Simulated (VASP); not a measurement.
Method: PBEsol GGA, VASP's PBE PAW potentials (set 64) (plane waves; VASP 6.6.1).

Input for VASP

INCAR:
```
ISMEAR  =  1   ! Methfessel-Paxton
SYSTEM  =  Pt
ENCUT  =  500
IBRION  =  2   ! conjugate gradients
GGA  =  PS
SIGMA  =  0.1
EDIFFG  =  -0.02   ! ionic stop
LCHARG  =  .FALSE.
PREC  =  Accurate
NSW  =  40   ! most ionic steps
LMAXMIX  =  6   ! l cut-off of mixed one-centre charges
LWAVE  =  .FALSE.
EDIFF  =  1E-6
ISIF  =  3
LASPH  =  .TRUE.
ALGO  =  Normal
NELM  =  100   ! most electronic steps
LREAL  =  .FALSE.   ! projection in real space or not
PSTRESS  =  50   ! kbar
```

File POSCAR:
```
Pt
1.0
  0.0000000000   1.9472338555   1.9472338555
  1.9472338555   0.0000000000   1.9472338555
  1.9472338555   1.9472338555   0.0000000000
Pt
1
Cartesian
  0.0000000000   0.0000000000   0.0000000000
```

File KPOINTS:
```
Automatic mesh
0
Gamma
16 16 16
0 0 0
```

POTCAR, in this order: Pt (PBE.64 set). Program: vasp_std.

Output

OUTCAR:
```
 ion  position               nearest neighbor table
   1  0.000  0.000  0.000-
  LATTYP: Found a face centered cubic cell.
 ALAT       =     3.8944677110
 Subroutine PRICEL returns:
 Original cell was already a primitive cell.
 Subroutine GETGRP returns: Found 48 space group operations
The static configuration has the point symmetry O_h .
The dynamic configuration has the point symmetry O_h .
 Subroutine INISYM returns: Found 48 space group operations
 Subroutine IBZKPT returns following result:
 Found    145 irreducible k-points:

 Following reciprocal coordinates:
            Coordinates               Weight
  0.000000  0.000000  0.000000      1.000000
  0.062500  0.000000  0.000000      8.000000
  0.125000  0.000000  0.000000      8.000000
  0.187500  0.000000  0.000000      8.000000
  0.250000  0.000000  0.000000      8.000000
  0.312500  0.000000  0.000000      8.000000
  0.375000  0.000000  0.000000      8.000000
  0.437500  0.000000  0.000000      8.000000
  0.500000  0.000000  0.000000      4.000000
  0.062500  0.062500  0.000000      6.000000
  0.125000  0.062500  0.000000     24.000000
  0.187500  0.062500  0.000000     24.000000
  0.250000  0.062500  0.000000     24.000000
  0.312500  0.062500  0.000000     24.000000
  0.375000  0.062500  0.000000     24.000000
  0.437500  0.062500  0.000000     24.000000
  0.500000  0.062500  0.000000     24.000000
 -0.437500  0.062500  0.000000     24.000000
 -0.375000  0.062500  0.000000     24.000000
 -0.312500  0.062500  0.000000     24.000000
 -0.250000  0.062500  0.000000     24.000000
 -0.187500  0.062500  0.000000     24.000000
 -0.125000  0.062500  0.000000     24.000000
 -0.062500  0.062500  0.000000     12.000000
  0.125000  0.125000  0.000000      6.000000
  0.187500  0.125000  0.000000     24.000000
  0.250000  0.125000  0.000000     24.000000
  0.312500  0.125000  0.000000     24.000000
  0.375000  0.125000  0.000000     24.000000
  0.437500  0.125000  0.000000     24.000000
  0.500000  0.125000  0.000000     24.000000
 -0.437500  0.125000  0.000000     24.000000
 -0.375000  0.125000  0.000000     24.000000
 -0.312500  0.125000  0.000000     24.000000
 -0.250000  0.125000  0.000000     24.000000
 -0.187500  0.125000  0.000000     24.000000
 -0.125000  0.125000  0.000000     12.000000
  0.187500  0.187500  0.000000      6.000000
  0.250000  0.187500  0.000000     24.000000
  0.312500  0.187500  0.000000     24.000000
   k-points           NKPTS =    145   k-points in BZ     NKDIM =    145   number of bands    NBANDS=      9
   number of dos      NEDOS =    301   number of ions     NIONS =      1
   total plane-waves  NPLWV =   8000
   dimension x,y,z NGX =    20 NGY =   20 NGZ =   20
   dimension x,y,z NGXF=    40 NGYF=   40 NGZF=   40
   ions per type =               1
   PREC   = accura    normal or accurate (medium, high low for compatibility)
   ISTART =      0    job   : 0-new  1-cont  2-samecut
   ICHARG =      2    charge: 1-file 2-atom 10-const
   ISPIN  =      1    spin polarized calculation?
   LNONCOLLINEAR =      F non collinear calculations
   LSORBIT =      F    spin-orbit coupling
   INIWAV =      1    electr: 0-lowe 1-rand  2-diag
   ENCUT  =  500.0 eV  36.75 Ry    6.06 a.u.   5.02  5.02  5.02*2*pi/ulx,y,z
   NELM   =    100;   NELMIN=  2; NELMDL= -5     # of ELM steps
   EDIFF  = 0.1E-05   stopping-criterion for ELM
   LREAL  =      F    real-space projection
   NLSPLINE    = F    spline interpolate recip. space projectors
   LMAXMIX     =    6 max onsite mixed and CHGCAR
   VOSKOWN=      0    Vosko Wilk Nusair interpolation
...
```

### OSZICAR
```
       N       E                     dE             d eps       ncg     rms          rms(c)
DAV:   1     0.350008776028E+02    0.35001E+02   -0.54203E+03  2738   0.100E+03
DAV:   2    -0.702157384697E+01   -0.42022E+02   -0.40677E+02  2769   0.184E+02
DAV:   3    -0.740892289220E+01   -0.38735E+00   -0.37597E+00  3117   0.182E+01
DAV:   4    -0.741009238533E+01   -0.11695E-02   -0.11694E-02  2996   0.105E+00
DAV:   5    -0.741009989203E+01   -0.75067E-05   -0.75081E-05  2996   0.776E-02    0.142E+01
DAV:   6    -0.701193559630E+01    0.39816E+00   -0.10070E+00  2669   0.916E+00    0.725E+00
DAV:   7    -0.696266148444E+01    0.49274E-01   -0.18989E-01  2786   0.383E+00    0.258E+00
DAV:   8    -0.695824731187E+01    0.44142E-02   -0.68831E-03  2785   0.873E-01    0.590E-01
DAV:   9    -0.695803291654E+01    0.21440E-03   -0.14266E-04  2779   0.130E-01    0.239E-02
DAV:  10    -0.695803726981E+01   -0.43533E-05   -0.25078E-06  2989   0.121E-02    0.220E-03
DAV:  11    -0.695803751239E+01   -0.24258E-06   -0.83742E-08  1376   0.305E-03
   1 F= -.64972043E+01 E0= -.64969648E+01  d E =-.649720E+01
```

**OUTCAR**
```
------------------------ aborting loop because EDIFF is reached ----------------------------------------
  FORCE on cell =-STRESS in cart. coord.  units (eV):
  Direction    XX          YY          ZZ          XY          YZ          ZX
  --------------------------------------------------------------------------------------
  Total        0.4518514      0.4518514      0.4518514      0.0000000      0.0000000      0.0000000
  in kB       49.0254818     49.0254818     49.0254818      0.0000000      0.0000000      0.0000000
  external PRESSURE =      -0.9745182 kB  Pullay stress =      50.0000000 kB
  volume of cell :       14.77
      direct lattice vectors                 reciprocal lattice vectors
     0.000000000  1.947233855  1.947233855    -0.256774500  0.256774500  0.256774500
     1.947233855  0.000000000  1.947233855     0.256774500 -0.256774500  0.256774500
     1.947233855  1.947233855  0.000000000     0.256774500  0.256774500 -0.256774500
 POSITION                                       TOTAL-FORCE (eV/Angst)
 -----------------------------------------------------------------------------------
      0.00000      0.00000      0.00000        -0.000000     -0.000000      0.000000
 -----------------------------------------------------------------------------------
    total drift:                               -0.000000     -0.000000     -0.000000
  FREE ENERGIE OF THE ION-ELECTRON SYSTEM (eV)
  ---------------------------------------------------
  free  energy   TOTEN  =        -6.9580375124 eV

  energy  without entropy=       -6.9573188814  energy(sigma->0) =       -6.95779797
  enthalpy is  TOTEN    =        -6.4972043194 eV   P V=        0.4608331930

 reached required accuracy - stopping structural energy minimisation
```
(Selected blocks of OUTCAR.)

The compound is Pt in the fcc structure. It was relaxed first under an external pressure of 5 GPa.
